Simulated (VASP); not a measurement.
# Ta2SiO3 (P-1) in VASP: relaxation of cell and atoms with PBE

Aim: the relaxation of cell and atoms of Ta2SiO3 with PBE.

All numbers are computed with VASP 6.6.1; they aren't measurements. Logs are shortened: lines on timing, memory, paths and dates and some standing lists are left out, and cuts for length are marked.

## Step 1: Starting point

The typed cell holds 12 atoms: a = 5.010 Å, b = 5.118 Å, c = 6.566 Å, α = 95.52°, β = 90.69°, γ = 91.39°.

The cell was built by a generator and needn't be a form met in nature.

## Step 2: Relaxation of cell and atoms, PBE

File INCAR:

```
  PREC = Accurate
  ENCUT = 520
  EDIFF = 1E-6
  ISMEAR = 0
  SIGMA = 0.1
  LREAL = F
  LASPH = T
  NELM = 120
  ALGO = Normal
  ISIF = 3
  LWAVE = F
  LCHARG = F
  GGA = PE
  IBRION = 2
  NSW = 90
  EDIFFG = -0.01
  KPAR = 4
```

File KPOINTS:

```
regular mesh
0
Gamma
  6 6 6
```

File POSCAR:

```
Ta2SiO3
1.0
    5.0103573700      0.0000000000      0.0000000000
   -0.1240755800      5.1166526400      0.0000000000
   -0.0792009400     -0.6335204100      6.5350695600
Ta Si O
4 2 6
Direct
    0.9568532600      0.2643377300      0.1773984000
    0.4746754100      0.7185668200      0.2092625100
    0.0431467400      0.7356622700      0.8226016000
    0.5253245900      0.2814331800      0.7907374900
    0.2432595900      0.4701067400      0.4915220000
    0.7567404100      0.5298932600      0.5084780000
    0.6862405400      0.0232380300      0.2730480800
    0.1755472400      0.9369073100      0.1339562600
    0.7552081600      0.5445396300      0.0172510200
    0.3137594600      0.9767619700      0.7269519200
    0.8244527600      0.0630926900      0.8660437400
    0.2447918400      0.4554603700      0.9827489800
```

Potentials or basis: VASP PAW PBE potentials, release 64 (Ta_pv, Si, O).

Launch:

```console
cat potpaw_PBE.64/Ta_pv/POTCAR potpaw_PBE.64/Si/POTCAR potpaw_PBE.64/O/POTCAR > POTCAR
mpirun -np 4 vasp_std > vasp.out
```

OUTCAR:

```text
PREC = Accurate
   ENCUT = 520
   EDIFF = 1E-6
   ISMEAR = 0
   LREAL = F
   LASPH = T
   NELM = 120
   ISIF = 3
   GGA = PE
   IBRION = 2
   NSW = 90
   EDIFFG = -0.01

 ion  position               nearest neighbor table
   1  0.957  0.264  0.177-   7 1.96   8 2.02   9 2.13  12 2.21  11 2.28   5 2.62   6 2.67   4 3.32
                             2 3.39   2 3.43   3 3.44   3 3.53
   2  0.475  0.719  0.209-   7 1.87   8 1.98   9 2.06  12 2.20   5 2.61   6 2.67   3 3.32   1 3.39
                             4 3.39   1 3.43
   3  0.043  0.736  0.823-  10 1.96  11 2.02  12 2.13   9 2.21   8 2.28   6 2.62   5 2.67   2 3.32
                             4 3.39   4 3.43   1 3.44   1 3.53
   4  0.525  0.281  0.791-  10 1.87  11 1.98  12 2.06   9 2.20   6 2.61   5 2.67   1 3.32   3 3.39
                             2 3.39   3 3.43
   5  0.243  0.470  0.492-   6 2.47   6 2.58   2 2.61   1 2.62   3 2.67   4 2.67
   6  0.757  0.530  0.508-   5 2.47   5 2.58   4 2.61   3 2.62   1 2.67   2 2.67
   7  0.686  0.023  0.273-   2 1.87   1 1.96
   8  0.176  0.937  0.134-   2 1.98   1 2.02   3 2.28
   9  0.755  0.545  0.017-   2 2.06   1 2.13   4 2.20   3 2.21
  10  0.314  0.977  0.727-   4 1.87   3 1.96
  11  0.824  0.063  0.866-   4 1.98   3 2.02   1 2.28
  12  0.245  0.455  0.983-   4 2.06   3 2.13   2 2.20   1 2.21

  LATTYP: Found a triclinic cell.
 ALAT       =     8.3073513261
 B/A-ratio  =     1.7509591697
 C/A-ratio  =     0.6031233270
 COS(alpha) =     0.0023598717
 COS(beta)  =     0.6126571647
 COS(gamma) =     0.7417671597

  Lattice vectors:

 A1 = (   5.0895583100,   0.6335204100,  -6.5350695600)
 A2 = (   0.0343263000,   6.3836934600, -13.0701391200)
 A3 = (   5.0103573700,   0.0000000000,   0.0000000000)

Analysis of symmetry for initial positions (statically):
=====================================================================
 Subroutine PRICEL returns:
 Original cell was already a primitive cell.

 Routine SETGRP: Setting up the symmetry group for a
 triclinic supercell.

 Subroutine GETGRP returns: Found  2 space group operations
 (whereof  2 operations were pure point group operations)
 out of a pool of  2 trial point group operations.

The static configuration has the point symmetry S_2 .

Analysis of symmetry for dynamics (positions and initial velocities):
=====================================================================
 Subroutine PRICEL returns:
 Original cell was already a primitive cell.

 Routine SETGRP: Setting up the symmetry group for a
 triclinic supercell.

 Subroutine GETGRP returns: Found  2 space group operations
 (whereof  2 operations were pure point group operations)
 out of a pool of  2 trial point group operations.

The dynamic configuration has the point symmetry S_2 .

 Subroutine INISYM returns: Found  2 space group operations
 (whereof  2 operations are pure point group operations),
 and found     1 'primitive' translations

----------------------------------------------------------------------------------------

                                     Primitive cell

  volume of cell :     167.5347

  direct lattice vectors                    reciprocal lattice vectors
     5.010357370  0.000000000  0.000000000     0.199586562  0.004839847  0.002888047
    -0.124075580  5.116652640  0.000000000     0.000000000  0.195440275  0.018946302
    -0.079200940 -0.633520410  6.535069560     0.000000000  0.000000000  0.153020559

  length of vectors
     5.010357370  5.118156796  6.566182685     0.199666123  0.196356471  0.153020559

  position of ions in fractional coordinates (direct lattice)
     0.956853260  0.264337730  0.177398400
     0.474675410  0.718566820  0.209262510
     0.043146740  0.735662270  0.822601600
     0.525324590  0.281433180  0.790737490
     0.243259590  0.470106740  0.491522000
     0.756740410  0.529893260  0.508478000
     0.686240540  0.023238030  0.273048080
     0.175547240  0.936907310  0.133956260
     0.755208160  0.544539630  0.017251020
     0.313759460  0.976761970  0.726951920
     0.824452760  0.063092690  0.866043740
     0.244791840  0.455460370  0.982748980

  ion indices of the primitive-cell ions
   primitive index   ion index
                 1           1
                 2           2
[... 24 lines left out ...]
     0.000000000  0.000000000  0.025503427     0.000000000  0.000000000  0.166666667

  Length of vectors
     0.033277687  0.032726078  0.025503427

  Shift w.r.t. Gamma in fractional coordinates (k-lattice)
     0.000000000  0.000000000  0.000000000

 Subroutine IBZKPT returns following result:
 ===========================================

 Found    112 irreducible k-points:

 Following reciprocal coordinates:
            Coordinates               Weight
  0.000000  0.000000  0.000000      1.000000
  0.166667  0.000000 -0.000000      2.000000
  0.333333  0.000000 -0.000000      2.000000
  0.500000  0.000000  0.000000      1.000000
  0.000000  0.166667 -0.000000      2.000000
  0.166667  0.166667 -0.000000      2.000000
[... 16 lines left out ...]
  0.333333  0.000000  0.166667      2.000000
  0.500000  0.000000  0.166667      2.000000
 [... further k-points ...]
   k-points           NKPTS =    112   k-points in BZ     NKDIM =    112   number of bands    NBANDS=     52
   number of dos      NEDOS =    301   number of ions     NIONS =     12
   total plane-waves  NPLWV =  80000
   dimension x,y,z NGX =    40 NGY =   40 NGZ =   50
   dimension x,y,z NGXF=    80 NGYF=   80 NGZF=  100
   ions per type =               4   2   6
   NGX,Y,Z   is equivalent  to a cutoff of  13.27, 12.99, 12.66 a.u.
   NGXF,Y,Z  is equivalent  to a cutoff of  26.54, 25.99, 25.32 a.u.
 SYSTEM =  unknown system
   PREC   = accura    normal or accurate (medium, high low for compatibility)
   ISTART =      0    job   : 0-new  1-cont  2-samecut
   ICHARG =      2    charge: 1-file 2-atom 10-const
   ISPIN  =      1    spin polarized calculation?
   LNONCOLLINEAR =      F non collinear calculations
   LSORBIT =      F    spin-orbit coupling
   LASPH  =      T    aspherical Exc in radial PAW
   ENCUT  =  520.0 eV  38.22 Ry    6.18 a.u.   9.32  9.52 12.21*2*pi/ulx,y,z
   NELM   =    120;   NELMIN=  2; NELMDL= -5     # of ELM steps
   EDIFF  = 0.1E-05   stopping-criterion for ELM
   LREAL  =      F    real-space projection
   EDIFFG = -.1E-01   stopping-criterion for IOM
   NSW    =     90    number of steps for IOM
   IBRION =      2    ionic relax: 0-MD 1-quasi-New 2-CG
   NFREE  =      1    steps in history (QN), initial steepest desc. (CG)
   ISIF   =      3    stress and relaxation
   ISYM   =      2    0-nonsym 1-usesym 2-fastsym
   POTIM  = 0.5000    time-step for ionic-motion
   TEBEG  =    0.0;   TEEND  =   0.0 temperature during run
   PSTRESS=    0.0 pullay stress
   NELECT =      88.0000    total number of electrons
   NUPDOWN=      -1.0000    fix difference up-down
   EMIN   =  10.00;   EMAX   =-10.00  energy-range for DOS
   EFERMI =   0.00;   METHOD = LEGACY
   ISMEAR =     0;   SIGMA  =   0.10  broadening in eV -4-tet -1-fermi 0-gaus
   EFERMI_NEDOS =   21; number of points for ismear=-14 and -15
   IALGO  =     38    algorithm
   IMIX   =      4    mixing-type and parameters
     AMIX     =   0.40;   BMIX     =  1.00
     AMIX_MAG =   1.60;   BMIX_MAG =  1.00
  volume/ion in A,a.u.               =      13.96        94.22
  Fermi-wavevector in a.u.,A,eV,Ry     =   1.320892  2.496125 23.738856  1.744757
  Thomas-Fermi vector in A             =   2.450686
   LORBIT       =      0    0 simple, 1 ext, 2 COOP (PROOUT), +10 PAW based schemes
   GGA     = PE    functional components
   LHFCALC =     F    Hartree Fock is set to
   AEXX    =    0.0000 exact exchange contribution
   IVDW    =     0    specifies the selected vdW correction
   LEPSILON=     F    determine dielectric tensor
   LRPA    =     F    only Hartree local field effects (RPA)
 conjugate gradient relaxation of ions
 non-spin polarized calculation
 Gauss-broadening in eV      SIGMA  =   0.10
  energy-cutoff  :      520.00
  volume of cell :      167.53
 maximum number of plane-waves:      4530
 NGX is ok and might be reduce to    40
   NGX = 19   NGY = 19   NGZ = 25

--------------------------------------- Ionic step        1  -------------------------------------------

 number of electron      88.0000003 magnetization

 Free energy of the ion-electron system (eV)
  ---------------------------------------------------
  ext. energy  EPLUGINS =         0.00000000
  ---------------------------------------------------
  free energy    TOTEN  =      -109.23141876 eV

  energy without entropy =     -109.21231114  energy(sigma->0) =     -109.22186495

------------------------ aborting loop because EDIFF is reached ----------------------------------------

  FORCE on cell =-STRESS in cart. coord.  units (eV):
  Direction    XX          YY          ZZ          XY          YZ          ZX
  --------------------------------------------------------------------------------------
  -------------------------------------------------------------------------------------
  Total        0.5235168     -0.1908927      3.9474728      0.1983409      0.4537070     -0.5319872
  in kB        5.0065250     -1.8255560     37.7506885      1.8967849      4.3389155     -5.0875293
  external PRESSURE =      13.6438858 kB  Pullay stress =       0.0000000 kB
[... 119 lines left out ...]
  FREE ENERGIE OF THE ION-ELECTRON SYSTEM (eV)
  ---------------------------------------------------
  free  energy   TOTEN  =      -109.2714059289 eV

  energy  without entropy=     -109.2520746460  energy(sigma->0) =     -109.26174029

[... ionic steps 4 to 37 ...]

--------------------------------------- Ionic step       38  -------------------------------------------

 number of electron      87.9999992 magnetization

------------------------ aborting loop because EDIFF is reached ----------------------------------------
[... 87 lines left out ...]
--------------------------------------- Ionic step       40  -------------------------------------------

 number of electron      87.9999992 magnetization

 Free energy of the ion-electron system (eV)
  ---------------------------------------------------
  ext. energy  EPLUGINS =         0.00000000
  ---------------------------------------------------
  free energy    TOTEN  =      -109.35344536 eV

  energy without entropy =     -109.33691497  energy(sigma->0) =     -109.34518016

 E-fermi :   5.4936     XC(G=0): -10.8866

 val. band max:        5.4899723241   @ k =  -0.1667   0.5000   0.3333
 cond. band min:       5.4937901918   @ k =  -0.1667   0.3333   0.1667
 fundamental gap:      0.0038178677
 Fermi energy:         5.4936334226

 k-point     1 :       0.0000    0.0000    0.0000
  band No.  band energies     occupation
      1     -30.8643      2.00000
      2     -30.7528      2.00000
      3     -30.7236      2.00000
      4     -30.6575      2.00000
      5     -30.6351      2.00000
      6     -30.5927      2.00000
[... 1309 lines left out ...]
     51       7.8133      0.00000
     52       7.9407      0.00000

 [... further k-points ...]
[... 5 lines left out ...]
  --------------------------------------------------------------------------------------
  -------------------------------------------------------------------------------------
  Total        0.0588070      0.0043005      0.0360560      0.0141504     -0.0257616     -0.0019212
  in kB        0.5526731      0.0404163      0.3388580      0.1329866     -0.2421097     -0.0180557
  external PRESSURE =       0.3106491 kB  Pullay stress =       0.0000000 kB
[... 27 lines left out ...]
  FREE ENERGIE OF THE ION-ELECTRON SYSTEM (eV)
  ---------------------------------------------------
  free  energy   TOTEN  =      -109.3534453551 eV

  energy  without entropy=     -109.3369149723  energy(sigma->0) =     -109.34518016

 reached required accuracy - stopping structural energy minimisation
```

Run time: 40 min. Hardware: 4 MPI ranks of Intel Xeon 6975P-C (Granite Rapids), shared host; peak memory 0.83 GiB.

Results:

- Free energy: -109.3534 eV
- Relaxed volume: 14.21 Å³/atom
- Relaxed cell: a = 5.030 Å, b = 5.045 Å, c = 6.736 Å, α = 93.39°, β = 91.45°, γ = 91.46°
- Space group after relaxing (to 0.05 Å): P-1 (No. 2)
- Energy gained by relaxing: 10.2 meV/atom
- Ionic steps: 40
- Pressure after relaxing: 0.0 GPa
- Largest force after relaxing: 0.010 eV/Å
- Band gap on the k mesh: none (metal or under the smearing width)

Forces in eV/Å, atoms in the order of the input:
```
Ta   0.005  0.003  0.008
Ta   0.004  0.000 -0.006
Ta  -0.005 -0.003 -0.008
Ta  -0.004  0.000  0.006
Si  -0.001  0.003  0.004
Si   0.001 -0.003 -0.004
O    0.000 -0.005  0.003
O    0.001 -0.001  0.004
O    0.002 -0.006  0.001
O    0.000  0.005 -0.003
O   -0.001  0.001 -0.004
O   -0.002  0.006 -0.001
```

Step by step:
```csv
step,energy change (eV),largest force (eV/Å),pressure (GPa),volume (Å³)
1,0.0000,0.2467,1.36,167.53
2,-0.0399,0.2388,-1.88,170.42
3,-0.0400,0.2339,-1.78,170.31
4,-0.0656,0.2295,-0.24,169.48
5,-0.0660,0.2630,-0.01,169.36
6,-0.0755,0.1611,0.20,169.05
7,-0.0759,0.2009,0.27,168.97
8,-0.0853,0.1778,0.19,169.14
9,-0.0912,0.2164,0.07,169.41
10,-0.0990,0.1066,0.10,169.65
11,-0.1011,0.1520,0.15,169.86
12,-0.1052,0.1127,-0.22,170.22
13,-0.1063,0.1619,-0.54,170.53
14,-0.1092,0.0966,-0.21,170.36
15,-0.1103,0.1171,0.17,170.17
16,-0.1126,0.1045,0.14,170.21
17,-0.1152,0.0844,0.08,170.31
18,-0.1166,0.0581,-0.07,170.45
19,-0.1170,0.0677,-0.21,170.58
20,-0.1180,0.0604,-0.04,170.45
21,-0.1182,0.0784,0.12,170.33
22,-0.1190,0.0555,-0.05,170.40
23,-0.1190,0.0677,-0.08,170.42
24,-0.1199,0.0397,-0.01,170.36
25,-0.1201,0.0428,0.06,170.32
26,-0.1205,0.0402,-0.01,170.38
27,-0.1206,0.0556,-0.04,170.43
28,-0.1210,0.0352,-0.02,170.43
29,-0.1212,0.0481,0.02,170.43
30,-0.1215,0.0251,-0.05,170.47
31,-0.1215,0.0341,-0.08,170.49
32,-0.1217,0.0210,0.07,170.40
33,-0.1217,0.0203,0.08,170.39
34,-0.1218,0.0146,0.02,170.47
35,-0.1218,0.0151,-0.02,170.51
36,-0.1219,0.0143,-0.02,170.52
37,-0.1219,0.0168,-0.02,170.53
38,-0.1220,0.0118,0.00,170.50
39,-0.1220,0.0140,0.01,170.48
40,-0.1220,0.0096,0.03,170.48
```

Final structure:
```
Ta Si O
1.0
     5.02953   -0.00189   -0.03442
    -0.12581    5.04227    0.08445
    -0.12486   -0.51434    6.71468
Ta Si O
4 2 6
Cartesian
  4.8392 1.2648 1.2417
  2.3213 3.5042 1.4250
  -0.0603 3.2612 5.5230
  2.4576 1.0219 5.3397
  1.1127 2.2089 3.3395
  3.6662 2.3172 3.4253
  3.5378 -0.0686 1.7864
  0.8702 4.7676 1.0247
  3.7226 2.6565 0.1360
  1.2411 4.5947 4.9783
  3.9086 -0.2416 5.7400
  1.0562 1.8695 6.6287
```

Spin-orbit coupling is left out, which matters for the levels of Ta.
